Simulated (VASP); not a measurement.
Input:

```
CELL_PARAMETERS angstrom
     -1.58103     1.58103     1.58103
      1.58103    -1.58103     1.58103
      1.58103     1.58103    -1.58103
ATOMIC_POSITIONS crystal
  Mo 0.00000 0.00000 0.00000
```

The numbers are results of PBE GGA, VASP's PBE PAW potentials (set 64) (plane waves; VASP), not measurements. Numerical set-up: 500 eV cut-off, 16×16×16 Γ-centred mesh, first-order Methfessel-Paxton smearing of 0.10 eV, potentials Mo_sv.

Estimate the energy per atom (σ→0), band gap (on the k-mesh) with the smallest direct gap where there is one.

```
Item                                                         Value
------------------------  ----------------------------------------
band gap (on the k-mesh)  none (metal, semimetal or under 0.01 eV)
energy per atom (σ→0)                              -10.940 eV/atom
```

Only differences to runs with the same potentials and settings are physical.

The compound is Mo in the bcc structure. It was relaxed first.
